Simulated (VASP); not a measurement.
# Sb2Te3O2 (P3m1) in VASP: density of states with PBE

Aim: the density of states of Sb2Te3O2 with PBE.

Everything below comes from runs of VASP 6.6.1. Logs are shortened: lines on timing, memory, paths and dates and some standing lists are left out, and cuts for length are marked.

## Step 1: The crystal as given

It takes space group P3m1 (No. 156, trigonal). The conventional cell has a = 4.012 Å, b = 4.012 Å, c = 11.693 Å, α = 90.00°, β = 90.00°, γ = 120.00°. Around Sb (site symmetry 3m) lie 4 O at 2.12 to 2.40 Å. Sb (site symmetry 3m) has 4 O at 2.19 to 2.42 Å as nearest neighbours. Te (site symmetry 3m) has 3 Sb at 3.17 Å and 3 Te at 3.23 Å as nearest neighbours. Te (site symmetry 3m) has 3 Te at 3.19 Å and 3 Sb at 3.23 Å as nearest neighbours. Te (site symmetry 3m) has 6 Te at 3.19 to 3.23 Å as nearest neighbours. O (site symmetry 3m) has 4 Sb at 2.12 to 2.42 Å as nearest neighbours. O (site symmetry 3m) has 4 Sb at 2.19 to 2.40 Å as nearest neighbours.

The cell was built by a generator and needn't be a form met in nature.

## Step 2: Density of states, PBE

The input, POSCAR:

```
Sb2Te3O2
1.0
    4.0121470000      0.0000000000      0.0000000000
   -2.0060740000      3.4746210000      0.0000000000
    0.0000000000      0.0000000000     11.6933700000
Sb Te O
2 3 2
Direct
    0.0000000000      0.0000000000      0.0063460000
    0.3333330000      0.6666670000      0.2475350000
    0.6666670000      0.3333330000      0.4331860000
    0.6666670000      0.3333330000      0.8141210000
    0.0000000000      0.0000000000      0.6259890000
    0.0000000000      0.0000000000      0.1872580000
    0.3333330000      0.6666670000      0.0606390000
```

The input, INCAR.step1:

```
ALGO = Fast
EDIFF = 1E-7
ENCUT = 520
GGA = PE
ISIF = 2
ISMEAR = 0
KPAR = 2
LASPH = True
LCHARG = True
LREAL = False
LWAVE = False
NBANDS = 29
NELM = 100
PREC = Accurate
SIGMA = 0.1
```

The input, KPOINTS.step1:

```
k-points
0
Gamma
  8 8 4
```

The input, INCAR.step2:

```
ALGO = Fast
EDIFF = 1E-7
ENCUT = 520
GGA = PE
ICHARG = 11
ISIF = 2
ISMEAR = -5
KPAR = 2
LASPH = True
LCHARG = False
LORBIT = 11
LREAL = False
LWAVE = False
NBANDS = 29
NEDOS = 1001
NELM = 100
PREC = Accurate
SIGMA = 0.1
```

The input, KPOINTS.step2:

```
k-points
0
Gamma
  12 12 6
```

Potentials or basis: VASP PAW PBE potentials, release 64 (Sb, Te, O).

Command:

```console
$ cat potpaw_PBE.64/Sb/POTCAR potpaw_PBE.64/Te/POTCAR potpaw_PBE.64/O/POTCAR > POTCAR
$ cp INCAR.step1 INCAR
$ cp KPOINTS.step1 KPOINTS
$ mpirun -np 2 vasp_std > vasp.out
$ cp INCAR.step2 INCAR
$ cp KPOINTS.step2 KPOINTS
$ mpirun -np 2 vasp_std > vasp.out
```

OUTCAR:

```text
EDIFF = 1E-7
   ENCUT = 520
   GGA = PE
   ICHARG = 11
   ISIF = 2
   ISMEAR = -5
   LASPH = True
   LORBIT = 11
   LREAL = False
   NELM = 100
   PREC = Accurate

 ion  position               nearest neighbor table
   1  0.000  0.000  0.006-   6 2.12   7 2.40   7 2.40   7 2.40   4 3.23   4 3.23   4 3.23   2 3.65
                             2 3.65   2 3.65
   2  0.333  0.667  0.248-   7 2.19   6 2.42   6 2.42   6 2.42   3 3.17   3 3.17   3 3.17   1 3.65
                             1 3.65   1 3.65
   3  0.667  0.333  0.433-   2 3.17   2 3.17   2 3.17   5 3.23   5 3.23   5 3.23
   4  0.667  0.333  0.814-   5 3.19   5 3.19   5 3.19   1 3.23   1 3.23   1 3.23
   5  0.000  0.000  0.626-   4 3.19   4 3.19   4 3.19   3 3.23   3 3.23   3 3.23
   6  0.000  0.000  0.187-   1 2.12   2 2.42   2 2.42   2 2.42
   7  0.333  0.667  0.061-   2 2.19   1 2.40   1 2.40   1 2.40

  LATTYP: Found a hexagonal cell.
 ALAT       =     4.0121470000
 C/A-ratio  =     2.9144919167

  Lattice vectors:

 A1 = (   4.0121470000,   0.0000000000,   0.0000000000)
 A2 = (  -2.0060740000,   3.4746210000,   0.0000000000)
 A3 = (   0.0000000000,   0.0000000000,  11.6933700000)

Analysis of symmetry for initial positions (statically):
=====================================================================
 Subroutine PRICEL returns:
 Original cell was already a primitive cell.

 Routine SETGRP: Setting up the symmetry group for a
 hexagonal supercell.

 Subroutine GETGRP returns: Found  6 space group operations
 (whereof  6 operations were pure point group operations)
 out of a pool of 24 trial point group operations.

The static configuration has the point symmetry C_3v.

Analysis of symmetry for dynamics (positions and initial velocities):
=====================================================================
 Subroutine PRICEL returns:
 Original cell was already a primitive cell.

 Routine SETGRP: Setting up the symmetry group for a
 hexagonal supercell.

 Subroutine GETGRP returns: Found  6 space group operations
 (whereof  6 operations were pure point group operations)
 out of a pool of 24 trial point group operations.

The dynamic configuration has the point symmetry C_3v.

 Subroutine INISYM returns: Found  6 space group operations
 (whereof  6 operations are pure point group operations),
 and found     1 'primitive' translations

----------------------------------------------------------------------------------------

                                     Primitive cell

  volume of cell :     163.0136

  direct lattice vectors                    reciprocal lattice vectors
     4.012147000  0.000000000  0.000000000     0.249243111  0.143900622  0.000000000
    -2.006074000  3.474621000  0.000000000     0.000000000  0.287801173  0.000000000
     0.000000000  0.000000000 11.693370000     0.000000000  0.000000000  0.085518546

  length of vectors
     4.012147000  4.012147055 11.693370000     0.287801177  0.287801173  0.085518546

  position of ions in fractional coordinates (direct lattice)
     0.000000000  0.000000000  0.006346000
     0.333333000  0.666667000  0.247535000
     0.666667000  0.333333000  0.433186000
     0.666667000  0.333333000  0.814121000
     0.000000000  0.000000000  0.625989000
     0.000000000  0.000000000  0.187258000
     0.333333000  0.666667000  0.060639000

  ion indices of the primitive-cell ions
   primitive index   ion index
                 1           1
                 2           2
                 3           3
                 4           4
                 5           5
                 6           6
                 7           7

----------------------------------------------------------------------------------------

 KPOINTS: k-points

Automatic generation of k-mesh.
 Grid dimensions read from file:
 generate k-points for:   12   12    6

 Generating k-lattice:

  Cartesian coordinates                     Fractional coordinates (reciprocal lattice)
     0.020770259  0.011991719  0.000000000     0.083333333  0.000000000  0.000000000
     0.000000000  0.023983431  0.000000000     0.000000000  0.083333333  0.000000000
     0.000000000  0.000000000  0.014253091     0.000000000  0.000000000  0.166666667

  Length of vectors
     0.023983431  0.023983431  0.014253091

  Shift w.r.t. Gamma in fractional coordinates (k-lattice)
     0.000000000  0.000000000  0.000000000

 TETIRR: Found   1229 inequivalent tetrahedra from     5184

 Subroutine IBZKPT returns following result:
 ===========================================

 Found    100 irreducible k-points:

 Following reciprocal coordinates:
            Coordinates               Weight
  0.000000  0.000000  0.000000      1.000000
  0.083333 -0.000000  0.000000      6.000000
  0.166667 -0.000000  0.000000      6.000000
  0.250000 -0.000000  0.000000      6.000000
  0.333333 -0.000000  0.000000      6.000000
  0.416667 -0.000000  0.000000      6.000000
[... 16 lines left out ...]
  0.166667 -0.000000  0.166667      6.000000
  0.000000  0.166667  0.166667      6.000000
 [... further k-points ...]
   k-points           NKPTS =    100   k-points in BZ     NKDIM =    100   number of bands    NBANDS=     29
   number of dos      NEDOS =   1001   number of ions     NIONS =      7
   total plane-waves  NPLWV =  81000
   dimension x,y,z NGX =    30 NGY =   30 NGZ =   90
   dimension x,y,z NGXF=    60 NGYF=   60 NGZF=  180
   ions per type =               2   3   2
   NGX,Y,Z   is equivalent  to a cutoff of  12.43, 12.43, 12.80 a.u.
   NGXF,Y,Z  is equivalent  to a cutoff of  24.86, 24.86, 25.59 a.u.
 SYSTEM =  unknown system
   PREC   = accura    normal or accurate (medium, high low for compatibility)
   ISTART =      0    job   : 0-new  1-cont  2-samecut
   ICHARG =     11    charge: 1-file 2-atom 10-const
   ISPIN  =      1    spin polarized calculation?
   LNONCOLLINEAR =      F non collinear calculations
   LSORBIT =      F    spin-orbit coupling
   LASPH  =      T    aspherical Exc in radial PAW
   ENCUT  =  520.0 eV  38.22 Ry    6.18 a.u.   7.46  7.46 21.74*2*pi/ulx,y,z
   NELM   =    100;   NELMIN=  2; NELMDL=  0     # of ELM steps
   EDIFF  = 0.1E-06   stopping-criterion for ELM
   LREAL  =      F    real-space projection
   EDIFFG = 0.1E-05   stopping-criterion for IOM
   NSW    =      0    number of steps for IOM
   IBRION =     -1    ionic relax: 0-MD 1-quasi-New 2-CG
   NFREE  =      0    steps in history (QN), initial steepest desc. (CG)
   ISIF   =      2    stress and relaxation
   ISYM   =      2    0-nonsym 1-usesym 2-fastsym
   POTIM  = 0.5000    time-step for ionic-motion
   TEBEG  =    0.0;   TEEND  =   0.0 temperature during run
   PSTRESS=    0.0 pullay stress
   NELECT =      40.0000    total number of electrons
   NUPDOWN=      -1.0000    fix difference up-down
   EMIN   =  10.00;   EMAX   =-10.00  energy-range for DOS
   EFERMI =   0.00;   METHOD = LEGACY
   ISMEAR =    -5;   SIGMA  =   0.10  broadening in eV -4-tet -1-fermi 0-gaus
   EFERMI_NEDOS =   21; number of points for ismear=-14 and -15
   IALGO  =     68    algorithm
   IMIX   =      4    mixing-type and parameters
     AMIX     =   0.40;   BMIX     =  1.00
     AMIX_MAG =   1.60;   BMIX_MAG =  1.00
  volume/ion in A,a.u.               =      23.29       157.15
  Fermi-wavevector in a.u.,A,eV,Ry     =   1.024913  1.936804 14.292184  1.050446
  Thomas-Fermi vector in A             =   2.158725
   LORBIT       =     11    0 simple, 1 ext, 2 COOP (PROOUT), +10 PAW based schemes
   GGA     = PE    functional components
   LHFCALC =     F    Hartree Fock is set to
   AEXX    =    0.0000 exact exchange contribution
   IVDW    =     0    specifies the selected vdW correction
   LEPSILON=     F    determine dielectric tensor
   LRPA    =     F    only Hartree local field effects (RPA)
 non-spin polarized calculation
 RMM-DIIS sequential band-by-band and
 Fermi weights with tetrahedron method with Bloechl corrections
  energy-cutoff  :      520.00
  volume of cell :      163.01
 maximum number of plane-waves:      4441
 NGX is ok and might be reduce to    30

 number of electron      40.0000002 magnetization

 Free energy of the ion-electron system (eV)
  ---------------------------------------------------
  ext. energy  EPLUGINS =         0.00000000
  ---------------------------------------------------
  free energy    TOTEN  =       -30.06874702 eV

  energy without entropy =      -30.06874702  energy(sigma->0) =      -30.06874702

 E-fermi :   7.2103     XC(G=0):  -9.8637

 val. band max:        7.2178681600   @ k =   0.1667   0.1667   0.0000
 cond. band min:       7.1686811564   @ k =   0.3333   0.0833   0.3333
 fundamental gap:     -0.0491870036
 Fermi energy:         7.2103075201

 k-point     1 :       0.0000    0.0000    0.0000
  band No.  band energies     occupation
      1     -12.7476      2.00000
      2     -11.1040      2.00000
      3      -6.1348      2.00000
      4      -5.0986      2.00000
      5      -3.4083      2.00000
      6      -2.3184      2.00000
[... 21 lines left out ...]
     28      10.6555      0.00000
     29      11.5145      0.00000

 k-point     2 :       0.0833   -0.0000    0.0000
  band No.  band energies     occupation
      1     -12.7150      2.00000
      2     -11.1143      2.00000
      3      -6.0693      2.00000
      4      -5.0469      2.00000
      5      -3.3793      2.00000
      6      -2.3474      2.00000
[... 696 lines left out ...]
 k-point    24 :       0.0000    0.1667    0.1667
  band No.  band energies     occupation
      1     -12.6207      2.00000
      2     -11.1486      2.00000
      3      -5.8844      2.00000
      4      -4.8566      2.00000
      5      -3.4350      2.00000
      6      -2.2737      2.00000
[... 21 lines left out ...]
     28      11.0199      0.00000
     29      12.0591      0.00000

 [... further k-points ...]

------------------------ aborting loop because EDIFF is reached ----------------------------------------

  FORCE on cell =-STRESS in cart. coord.  units (eV):
  Direction    XX          YY          ZZ          XY          YZ          ZX
  --------------------------------------------------------------------------------------
  -------------------------------------------------------------------------------------
  Total        0.1267003      0.1267003      0.1269880     -0.0000000      0.0000000      0.0000000
  in kB        1.2452721      1.2452719      1.2480999     -0.0000002      0.0000000      0.0000000
  external PRESSURE =       1.2462146 kB  Pullay stress =       0.0000000 kB

 VOLUME and BASIS-vectors are now :
 -----------------------------------------------------------------------------
  energy-cutoff  :      520.00
  volume of cell :      163.01
      direct lattice vectors                 reciprocal lattice vectors
     4.012147000  0.000000000  0.000000000     0.249243111  0.143900622  0.000000000
    -2.006074000  3.474621000  0.000000000     0.000000000  0.287801173  0.000000000
     0.000000000  0.000000000 11.693370000     0.000000000  0.000000000  0.085518546

 POSITION                                       TOTAL-FORCE (eV/Angst)
 -----------------------------------------------------------------------------------
      0.00000      0.00000      0.07421         0.000000     -0.000000      0.013841
     -0.00000      2.31642      2.89452         0.000000      0.000000     -0.021427
      2.00608      1.15821      5.06540         0.000000      0.000000      0.006543
      2.00608      1.15821      9.51982         0.000000     -0.000000      0.010300
      0.00000      0.00000      7.31992         0.000000     -0.000000     -0.008367
      0.00000      0.00000      2.18968         0.000000     -0.000000     -0.028174
     -0.00000      2.31642      0.70907        -0.000000      0.000000      0.027284
 -----------------------------------------------------------------------------------
    total drift:                                0.001593     -0.000920      0.000763

  FREE ENERGIE OF THE ION-ELECTRON SYSTEM (eV)
  ---------------------------------------------------
  free  energy   TOTEN  =       -30.0687470188 eV

  energy  without entropy=      -30.0687470188  energy(sigma->0) =      -30.06874702

 total charge

# of ion       s       p       d       tot
------------------------------------------
    1        1.293   0.826   0.080   2.199
    2        1.312   0.815   0.074   2.201
    3        1.407   1.878   0.035   3.320
    4        1.413   1.868   0.035   3.316
    5        1.452   1.704   0.047   3.203
    6        1.598   3.348   0.000   4.946
    7        1.596   3.338   0.000   4.934
--------------------------------------------------
tot         10.071  13.777   0.271  24.119
```

Wall time 4.2 min (2 MPI ranks of Intel Xeon 6975P-C (Granite Rapids), shared host); peak memory 0.54 GiB.

Results:

```
Valence electrons inside the program's atomic spheres : Sb 2.20; Te 3.32, 3.20; O 4.95, 4.93
```

States per cell in windows of 1 eV (zero at the Fermi level; states under -8 eV left out):
```tsv
from (eV)	total	O7_p	O6_p	Te5_p	Te4_p	Te3_p	Sb2_p
-8.0	0.26	0.01	0.01	0.00	0.00	0.00	0.00
-7.0	1.55	0.30	0.29	0.01	0.01	0.02	0.08
-6.0	4.65	0.77	0.76	0.12	0.14	0.14	0.22
-5.0	4.29	0.56	0.56	0.33	0.22	0.21	0.16
-4.0	4.65	0.70	0.77	0.40	0.23	0.20	0.10
-3.0	3.96	0.47	0.42	0.35	0.35	0.33	0.05
-2.0	4.19	0.24	0.23	0.17	0.58	0.63	0.07
-1.0	2.77	0.11	0.12	0.29	0.29	0.31	0.10
0.0	3.97	0.16	0.16	0.79	0.33	0.27	0.15
1.0	2.19	0.05	0.05	0.14	0.21	0.16	0.19
2.0	3.84	0.24	0.19	0.13	0.19	0.25	0.52
3.0	4.98	0.31	0.33	0.13	0.20	0.26	0.68
4.0	2.36	0.08	0.10	0.06	0.10	0.07	0.18
5.0	0.63	0.01	0.01	0.02	0.01	0.02	0.01
6.0	0.07	0.00	0.00	0.00	0.00	0.00	0.00
7.0	0.00	0.00	0.00	0.00	0.00	0.00	0.00
```

Caveat: tetrahedron occupations give inexact forces and stress in metals. Spin-orbit coupling is left out, which matters for the levels of Sb, Te.
